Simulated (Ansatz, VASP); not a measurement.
# ZnH15C6N2Cl4O (ZnH15C6N2Cl4O (P2_1/c)): VASP beside Ansatz, part 2 of 2

Aim: how closely do two programs agree when they are given the same cell, functional and k mesh? Of the first pair: The structure shown is the start of the Ansatz relaxation below; VASP solves that cell, so the two are compared at the walk's first step.

VASP 6.6.1 and Ansatz 0.2.0.

So far: Starting point; Ansatz: relaxation, PBE with D4.

**3. VASP: single point, PBE with D4, start cell, pair 1**

Level of this step: PBE with D4; plane waves and PAW (Zn, H, C, N, Cl, O) (VASP).

The same cell, functional, mesh and smearing now go to VASP, with its own data sets.

Lines of VASP's logs that name or quote its potential files are left out, and so is its time.

Input file INCAR:

```
SYSTEM = ZnH15C6N2Cl4O
PREC = Accurate
ENCUT = 520
EDIFF = 1E-06
NELM = 120
ISMEAR = -1
SIGMA = 0.05
LREAL = Auto
ALGO = Normal
GGA = PE
IVDW = 13
NBANDS = 272
LORBIT = 11
LWAVE = .FALSE.
LCHARG = .FALSE.
ISIF = 2
LASPH = .TRUE.
GGA_COMPAT = .FALSE.
KPAR = 2
NCORE = 2
```

Input file POSCAR:

```
ZnH15C6N2Cl4O
1.0
    6.6353000000      0.0000000000      0.0000000000
    0.0000000000     13.7320000000      0.0000000000
   -0.2473500000      0.0000000000     14.1708400000
Zn H C N Cl O
4 60 24 8 16 4
Direct
    0.7321036450      0.7499126129      0.8964112219
    0.2683925115      0.2472691523      0.5982002478
    0.2765637276      0.2495921934      0.1050467015
    0.7204388655      0.7528182348      0.3951000788
    0.3659528722      0.5943198369      0.2878798999
    0.6294746749      0.0972618701      0.2136782294
    0.6228840109      0.4067433731      0.7112281276
    0.3635771656      0.9050903000      0.7889370002
    0.3487411391      0.4946402563      0.2070025489
    0.6508467951      0.9934314011      0.2860874867
    0.6508257048      0.5032406059      0.7920913651
    0.3488637835      0.0063719779      0.7079679116
    0.7906343697      0.5705505389      0.2005103438
    0.2080106803      0.0755971454      0.3024591344
    0.2109157838      0.4251602097      0.7984212651
    0.7844995068      0.9241916691      0.7009887911
    0.7713155176      0.4760777745      0.1229426061
    0.2249138680      0.9726405476      0.3791024385
    0.2177955693      0.5262671133      0.8774568057
    0.7824634569      0.0229391203      0.6225177901
    0.5871736342      0.3334328576      0.4385413991
    0.4196797324      0.8322021555      0.0618594240
    0.4191996688      0.6644480047      0.5579768031
    0.5919032506      0.1659627148      0.9365499857
    0.7370964039      0.2472764346      0.4732394128
    0.2639498941      0.7486382173      0.0258206288
    0.2558975386      0.7489513545      0.5237798183
    0.7490241001      0.2481211768      0.9795820149
    0.6425049967      0.2420987475      0.3663367874
    0.3731888509      0.7453466356      0.1274306957
[... 80 atom lines left out ...]
    0.3441055596      0.2635013108      0.2589190196
    0.6640728509      0.7651106904      0.2394282908
    0.1824543328      0.6140110690      0.1719799250
    0.8153372425      0.1162612875      0.3295217503
    0.8253861769      0.3880206816      0.8271069323
    0.1831511983      0.8833309059      0.6774333773
```

Input file KPOINTS:

```
Automatic mesh
0
Gamma
2 1 1
0 0 0
```

PAW data sets: Zn, H, C, N, Cl and O (PBE family, release 64).

Run with:

```bash
$ mpirun -np 16 vasp_std
```

Numbers of over 12 decimals in the logs are rounded to 6 here.

What it wrote:

```text
[banner, memory and clock lines left out]
running   16 mpi-ranks, on    1 nodes
[...]
LDA part: xc-table for (Slater+PW92), standard interpolation
 POSCAR, INCAR and KPOINTS ok, starting setup
[...]
entering main loop
       N       E                     dE             d eps       ncg     rms          rms(c)
DAV:   1     0.273526756771E+04    0.27353E+04   -0.16769E+05  1088   0.128E+03
DAV:   2    -0.206141539445E+03   -0.29414E+04   -0.27729E+04  1304   0.303E+02
DAV:   3    -0.605253209082E+03   -0.39911E+03   -0.39266E+03  1320   0.127E+02
DAV:   4    -0.621140500709E+03   -0.15887E+02   -0.15773E+02  1368   0.298E+01
[...]
DAV:  22    -0.581031630371E+03   -0.68134E-05   -0.11218E-04  1272   0.173E-02    0.165E-02
DAV:  23    -0.581031630505E+03   -0.13371E-06   -0.16534E-05  1344   0.823E-03    0.873E-03
DAV:  24    -0.581031631278E+03   -0.77357E-06   -0.82997E-06   920   0.472E-03
   1 F= -.58959438E+03 E0= -.58949316E+03  d E =-.202427E+00
```

Parts of OUTCAR (step 3):

```text
  FREE ENERGIE OF THE ION-ELECTRON SYSTEM (eV)
  ---------------------------------------------------
  free  energy   TOTEN  =      -589.5943753964 eV

  energy  without entropy=     -589.3919482012  energy(sigma->0) =     -589.49316180
```

The run ends at a pressure of 1.64 GPa, with forces up to 8.9 eV/Å.

**4. Comparison**

Known differences besides the potentials themselves: the cutoff is 420 eV in Ansatz and 520 eV in VASP (PREC = Accurate, projectors in real space). Total energies have different zeros and are not compared.

Forces on 10 of the 116 atoms, those with the largest forces and the largest differences (eV/Å; atoms numbered as in POSCAR):

```csv
atom,"Ansatz x, y, z","VASP x, y, z"
H24,"-5.322, -4.346, 2.088","-5.372, -4.395, 2.112"
H37,"-2.017, 3.250, 2.133","-2.016, 3.252, 2.136"
C68,"1.907, 1.612, 1.560","2.003, 1.701, 1.699"
C69,"3.525, -0.116, 1.756","3.498, -0.122, 1.735"
C73,"1.783, -4.816, -3.078","1.776, -4.806, -3.051"
C86,"1.279, -1.112, 2.418","1.392, -1.176, 2.530"
N93,"4.923, 1.232, 1.575","4.870, 1.214, 1.578"
N95,"1.398, -3.852, 1.920","1.428, -3.798, 1.901"
N96,"7.205, 4.759, -1.771","7.216, 4.818, -1.790"
O116,"-1.757, -0.324, -2.081","-1.772, -0.486, -2.166"
```

The forces differ by 30 meV/Å r.m.s., which is 2.4 % of the r.m.s. force of 1.292 eV/Å (both taken over all components).

**5. Ansatz: relaxation, PBE with D4**

This run makes the geometry at which the two programs are then compared. The cell compared in this pair holds 1252.92 Å³, against 1291.19 Å³ for the pair before.

The structure compared here is the end of the Ansatz relaxation.

Input file input.yaml:

```yaml
crystal:
  lattice:
    - [6.6353, 0.0, 0.0]
    - [0.0, 13.732, 0.0]
    - [-0.24735, 0.0, 14.17084]
  atoms:
    - { symbol: Zn, position: [0.7321, 0.74991, 0.89641] }
    - { symbol: Zn, position: [0.26839, 0.24727, 0.5982] }
    - { symbol: Zn, position: [0.27656, 0.24959, 0.10505] }
    - { symbol: Zn, position: [0.72044, 0.75282, 0.3951] }
    - { symbol: H, position: [0.36596, 0.59432, 0.28788] }
    - { symbol: H, position: [0.62947, 0.09726, 0.21368] }
    - { symbol: H, position: [0.62288, 0.40674, 0.71123] }
    - { symbol: H, position: [0.36358, 0.90509, 0.78894] }
    - { symbol: H, position: [0.34874, 0.49464, 0.207] }
    - { symbol: H, position: [0.65084, 0.99343, 0.28609] }
    - { symbol: H, position: [0.65082, 0.50324, 0.79209] }
    - { symbol: H, position: [0.34887, 0.00637, 0.70797] }
    - { symbol: H, position: [0.79064, 0.57055, 0.20051] }
    - { symbol: H, position: [0.20801, 0.0756, 0.30246] }
    - { symbol: H, position: [0.21091, 0.42516, 0.79842] }
    - { symbol: H, position: [0.7845, 0.92419, 0.70099] }
    - { symbol: H, position: [0.77131, 0.47608, 0.12294] }
    - { symbol: H, position: [0.22491, 0.97264, 0.3791] }
    - { symbol: H, position: [0.2178, 0.52627, 0.87746] }
    - { symbol: H, position: [0.78247, 0.02294, 0.62252] }
    - { symbol: H, position: [0.58717, 0.33343, 0.43854] }
    - { symbol: H, position: [0.41968, 0.8322, 0.06186] }
    - { symbol: H, position: [0.4192, 0.66445, 0.55798] }
    - { symbol: H, position: [0.5919, 0.16596, 0.93655] }
    - { symbol: H, position: [0.7371, 0.24728, 0.47324] }
    - { symbol: H, position: [0.26395, 0.74864, 0.02582] }
    - { symbol: H, position: [0.2559, 0.74895, 0.52378] }
    - { symbol: H, position: [0.74902, 0.24812, 0.97958] }
    - { symbol: H, position: [0.6425, 0.2421, 0.36634] }
    - { symbol: H, position: [0.37319, 0.74535, 0.12743] }
    - { symbol: H, position: [0.36254, 0.75516, 0.63023] }
    - { symbol: H, position: [0.63607, 0.2598, 0.86728] }
    - { symbol: H, position: [0.18228, 0.45739, 0.35893] }
    - { symbol: H, position: [0.82026, 0.95816, 0.14936] }
    - { symbol: H, position: [0.81699, 0.53732, 0.64265] }
    - { symbol: H, position: [0.1871, 0.04164, 0.85676] }
    - { symbol: H, position: [0.02832, 0.56208, 0.34054] }
    - { symbol: H, position: [0.96964, 0.06419, 0.15567] }
    - { symbol: H, position: [0.96701, 0.432, 0.6573] }
    - { symbol: H, position: [0.02545, 0.93678, 0.84429] }
    - { symbol: H, position: [0.69085, 0.36741, 0.25759] }
    - { symbol: H, position: [0.312, 0.87067, 0.24722] }
    - { symbol: H, position: [0.30741, 0.62986, 0.75001] }
    - { symbol: H, position: [0.6948, 0.13755, 0.7511] }
    - { symbol: H, position: [0.70522, 0.46985, 0.32771] }
    - { symbol: H, position: [0.29939, 0.96418, 0.17127] }
    - { symbol: H, position: [0.29688, 0.53097, 0.66736] }
    - { symbol: H, position: [0.70561, 0.03155, 0.83044] }
    - { symbol: H, position: [0.97025, 0.29117, 0.35209] }
    - { symbol: H, position: [0.02484, 0.79523, 0.1462] }
    - { symbol: H, position: [0.02915, 0.70673, 0.64526] }
    - { symbol: H, position: [0.97381, 0.20972, 0.85519] }
    - { symbol: H, position: [0.94032, 0.38252, 0.43719] }
    - { symbol: H, position: [0.06029, 0.88809, 0.06851] }
    - { symbol: H, position: [0.057, 0.61394, 0.56708] }
    - { symbol: H, position: [0.93413, 0.10815, 0.93413] }
    - { symbol: H, position: [0.1356, 0.50102, 0.0796] }
    - { symbol: H, position: [0.86082, 0.99698, 0.41721] }
    - { symbol: H, position: [0.85994, 0.50039, 0.91551] }
    - { symbol: H, position: [0.13651, 0.99409, 0.5794] }
    - { symbol: H, position: [0.9882, 0.60433, 0.05862] }
    - { symbol: H, position: [0.0194, 0.10394, 0.44388] }
    - { symbol: H, position: [0.01125, 0.39721, 0.93983] }
    - { symbol: H, position: [0.99003, 0.89183, 0.55834] }
    - { symbol: C, position: [0.25791, 0.55113, 0.23991] }
    - { symbol: C, position: [0.73108, 0.05236, 0.25769] }
    - { symbol: C, position: [0.72696, 0.45149, 0.7545] }
    - { symbol: C, position: [0.26152, 0.94537, 0.74202] }
    - { symbol: C, position: [0.871, 0.51459, 0.16595] }
    - { symbol: C, position: [0.12417, 0.0152, 0.33153] }
    - { symbol: C, position: [0.12085, 0.48318, 0.83398] }
    - { symbol: C, position: [0.87146, 0.9843, 0.66925] }
    - { symbol: C, position: [0.10587, 0.51017, 0.30751] }
    - { symbol: C, position: [0.89018, 0.0111, 0.19698] }
    - { symbol: C, position: [0.89404, 0.49161, 0.69329] }
    - { symbol: C, position: [0.11437, 0.99326, 0.80668] }
    - { symbol: C, position: [0.78885, 0.40887, 0.29742] }
    - { symbol: C, position: [0.20553, 0.90984, 0.20319] }
    - { symbol: C, position: [0.20617, 0.58828, 0.70093] }
    - { symbol: C, position: [0.78087, 0.09149, 0.79551] }
    - { symbol: C, position: [0.86147, 0.34444, 0.37945] }
    - { symbol: C, position: [0.1307, 0.84418, 0.12115] }
    - { symbol: C, position: [0.13421, 0.65696, 0.61921] }
    - { symbol: C, position: [0.86295, 0.15581, 0.8764] }
    - { symbol: C, position: [0.04628, 0.55694, 0.11199] }
    - { symbol: C, position: [0.94603, 0.06029, 0.38433] }
    - { symbol: C, position: [0.95381, 0.44137, 0.88808] }
    - { symbol: C, position: [0.04612, 0.93974, 0.61535] }
    - { symbol: "N", position: [0.96026, 0.45536, 0.24534] }
    - { symbol: "N", position: [0.04325, 0.94866, 0.25487] }
    - { symbol: "N", position: [0.04404, 0.54692, 0.7544] }
    - { symbol: "N", position: [0.95271, 0.04756, 0.74717] }
    - { symbol: "N", position: [0.68276, 0.28634, 0.41547] }
    - { symbol: "N", position: [0.30442, 0.79087, 0.08126] }
    - { symbol: "N", position: [0.30231, 0.71314, 0.57909] }
    - { symbol: "N", position: [0.68453, 0.21058, 0.9186] }
    - { symbol: Cl, position: [0.07077, 0.72948, 0.89831] }
    - { symbol: Cl, position: [0.94168, 0.22959, 0.59881] }
    - { symbol: Cl, position: [0.93316, 0.26526, 0.1006] }
    - { symbol: Cl, position: [0.06937, 0.76847, 0.39552] }
    - { symbol: Cl, position: [0.58133, 0.62467, 0.97933] }
    - { symbol: Cl, position: [0.42188, 0.13109, 0.52794] }
    - { symbol: Cl, position: [0.41916, 0.37689, 0.02078] }
    - { symbol: Cl, position: [0.57615, 0.87248, 0.4772] }
    - { symbol: Cl, position: [0.65563, 0.89829, 0.95892] }
    - { symbol: Cl, position: [0.35102, 0.39363, 0.54272] }
    - { symbol: Cl, position: [0.34623, 0.10411, 0.04168] }
    - { symbol: Cl, position: [0.65056, 0.60083, 0.4592] }
    - { symbol: Cl, position: [0.65994, 0.7354, 0.74141] }
    - { symbol: Cl, position: [0.34381, 0.2326, 0.76351] }
    - { symbol: Cl, position: [0.34411, 0.2635, 0.25892] }
    - { symbol: Cl, position: [0.66407, 0.76511, 0.23943] }
    - { symbol: O, position: [0.18245, 0.61401, 0.17198] }
    - { symbol: O, position: [0.81534, 0.11626, 0.32952] }
    - { symbol: O, position: [0.82539, 0.38802, 0.82711] }
    - { symbol: O, position: [0.18315, 0.88333, 0.67743] }
kpoints:
  mp_grid: { grid: [2, 1, 1] }
hamiltonian:
  xc: pbe
  dispersion: d4
scf:
  occupations: { method: fermi_dirac, width: 0.05 }
output:
  forces: true
relax:
  f_tol: 0.05
  max_steps: 150
  cell: {}
```

Run with:

```bash
$ ansatz run input.yaml --threads 4 --pin off --max-ram 8192MiB --backend cpu --events-out ev --progress --plain --runs-dir out
```

What it wrote:

```text
[...]
Crystal: 116 atoms, lattice volume = 1291.189 Å³
Basis set: ecut = 420 eV, 25213 PW (Γ), exchange–correlation on 90×192×192 points (8 copies of the dense FFT grid, shifted against one another)
Bands: 306, of which v1, the nominal top of the filled ones, is band 190 counted from 1 (189 counted from 0)
Symmetry: 1 space group operations
[...]
k-points: 2
[...]
- { symbol: Cl, position: [0.431750, 0.382095, 0.043356] }
    - { symbol: Cl, position: [0.567972, 0.881801, 0.456885] }
[...]
- { symbol: Cl, position: [0.626315, 0.750674, 0.721435] }
    - { symbol: Cl, position: [0.371790, 0.250574, 0.778537] }
    - { symbol: Cl, position: [0.373089, 0.248650, 0.278734] }
    - { symbol: Cl, position: [0.626136, 0.748465, 0.221382] }
    - { symbol: O, position: [0.179300, 0.597929, 0.167221] }
    - { symbol: O, position: [0.820004, 0.098073, 0.332573] }
    - { symbol: O, position: [0.820557, 0.401005, 0.832540] }
    - { symbol: O, position: [0.179214, 0.901380, 0.667096] }
```

**6. VASP: single point, PBE with D4, relaxed cell, pair 2**

The same cell, functional, mesh and smearing now go to VASP, with its own data sets.

INCAR: that of step 3 with these lines changed.

```diff
@@ -2,3 +2,3 @@
 PREC = Accurate
-ENCUT = 520
+ENCUT = 600
 EDIFF = 1E-06
```

Input file POSCAR:

```
ZnH15C6N2Cl4O
1.0
    6.5324380000      0.0006310000      0.0763200000
    0.0013050000     13.7244380000      0.0001620000
   -0.0805210000      0.0001440000     13.9741110000
Zn H C N Cl O
4 60 24 8 16 4
Direct
    0.7098500000      0.7427800000      0.8795300000
    0.2884500000      0.2426100000      0.6204000000
    0.2896600000      0.2566300000      0.1206200000
    0.7096800000      0.7563300000      0.3794300000
    0.3791600000      0.5871400000      0.2774500000
    0.6201200000      0.0874100000      0.2223600000
    0.6203700000      0.4118100000      0.7224800000
    0.3790900000      0.9120500000      0.7773100000
    0.3259600000      0.4739100000      0.2164900000
    0.6734700000      0.9740900000      0.2831400000
    0.6731700000      0.5249700000      0.7836000000
    0.3257400000      0.0253700000      0.7165000000
    0.7696600000      0.5942600000      0.2078900000
    0.2295500000      0.0943900000      0.2919300000
    0.2299100000      0.4051200000      0.7917000000
    0.7696500000      0.9049100000      0.7077900000
    0.7291100000      0.4770300000      0.1539900000
    0.2701200000      0.9770500000      0.3456700000
    0.2701800000      0.5223300000      0.8457400000
    0.7289000000      0.0222000000      0.6540100000
    0.6020000000      0.3088200000      0.4567800000
    0.3969400000      0.8086000000      0.0433400000
    0.3971900000      0.6906300000      0.5432300000
    0.6023300000      0.1907300000      0.9567000000
    0.7971900000      0.2432900000      0.4974100000
    0.2018400000      0.7433500000      0.0023700000
    0.2020300000      0.7558300000      0.5021600000
    0.7979300000      0.2559500000      0.9974300000
    0.7001900000      0.2179500000      0.3885600000
    0.2980000000      0.7177600000      0.1113500000
[... 80 atom lines left out ...]
    0.3730900000      0.2486500000      0.2787300000
    0.6261400000      0.7484600000      0.2213800000
    0.1793000000      0.5979300000      0.1672200000
    0.8200000000      0.0980700000      0.3325700000
    0.8205600000      0.4010100000      0.8325400000
    0.1792100000      0.9013800000      0.6671000000
```

KPOINTS is that of step 3.

Run with:

```bash
$ mpirun -np 16 vasp_std
```

What it wrote:

```text
[... set-up lines as in an earlier step ...]
 entering main loop
       N       E                     dE             d eps       ncg     rms          rms(c)
DAV:   1     0.298243588870E+04    0.29824E+04   -0.18076E+05  1088   0.144E+03
DAV:   2    -0.160603122113E+03   -0.31430E+04   -0.29346E+04  1288   0.326E+02
DAV:   3    -0.603515488747E+03   -0.44291E+03   -0.43565E+03  1320   0.139E+02
DAV:   4    -0.622499185939E+03   -0.18984E+02   -0.18844E+02  1352   0.333E+01
[...]
DAV:  21    -0.586718924649E+03   -0.56279E-05   -0.36489E-05  1352   0.135E-02    0.184E-02
DAV:  22    -0.586718924004E+03    0.64503E-06   -0.31553E-05  1080   0.877E-03    0.945E-03
DAV:  23    -0.586718923673E+03    0.33070E-06   -0.44197E-06   928   0.396E-03
   1 F= -.59556688E+03 E0= -.59547107E+03  d E =-.191613E+00
```

From OUTCAR (step 6):

```text
  FREE ENERGIE OF THE ION-ELECTRON SYSTEM (eV)
  ---------------------------------------------------
  free  energy   TOTEN  =      -595.5668755966 eV

  energy  without entropy=     -595.3752627494  energy(sigma->0) =     -595.47106917
```

The gap is under twice the smearing width, so the edge states are partly filled and the run can't tell a small gap from a semimetal.

**7. Comparison**

What differs besides the data sets and the points named for the pairs above, as far as they apply: the cutoff is 420 eV in Ansatz and 600 eV in VASP (PREC = Accurate, projectors in real space). Total energies have different zeros and are not compared.

Both answers:

```csv
quantity,Ansatz,VASP,difference
pressure (GPa),0.01,0.02,-0.01
```

Forces on 7 of the 116 atoms, those with the largest forces and the largest differences (eV/Å; atoms numbered as in POSCAR):

```csv
atom,"Ansatz x, y, z","VASP x, y, z"
C65,"-0.001, 0.004, 0.007","0.074, -0.047, 0.111"
C66,"0.001, 0.005, -0.007","-0.076, -0.046, -0.110"
C67,"-0.003, -0.003, -0.005","-0.078, 0.045, -0.109"
C68,"-0.004, -0.005, 0.005","0.073, 0.046, 0.109"
C86,"0.007, 0.006, -0.006","0.102, -0.035, 0.081"
O115,"0.000, 0.006, 0.006","-0.043, -0.116, 0.044"
O116,"0.006, 0.005, 0.000","0.048, -0.118, -0.040"
```

The forces differ by 27 meV/Å r.m.s., where the r.m.s. force is 0.005 eV/Å in Ansatz and 0.027 eV/Å in VASP: the atoms lie near their places of rest in Ansatz, so a percentage would say little (all taken over all components).

**8. Outcome**

```yaml
r_m_s_force_difference_single_point_pbe_with_d4_start_cell_pair_1: 2.4 % of the r.m.s. force
r_m_s_force_difference_single_point_pbe_with_d4_relaxed_cell_pair_2: 27 meV/Å
```

**Reading.** The r.m.s. force difference is 27 meV/Å (single point, PBE with D4, relaxed cell, pair 2), beyond the 12 meV/Å picked in this series as the mark of a large difference. What causes the difference of the single point, PBE with D4, relaxed cell, pair 2 pair stays open here. Such differences can come from data sets, numerical settings and the points named under the comparisons, not from the functional's error against experiment.

[Lines on the potential files, build, host, timing and source positions are cut from VASP's logs without a mark.]

[Logs are printed without paths, hosts, clocks, repeated set-up lines and the standing remarks that a program may print on its own settings, such as how far it seeks lower states.]

[Hosts, paths, dates, database ids (printed as entryN), source tags and the programs' standing remarks are cut or masked in the printed files.]
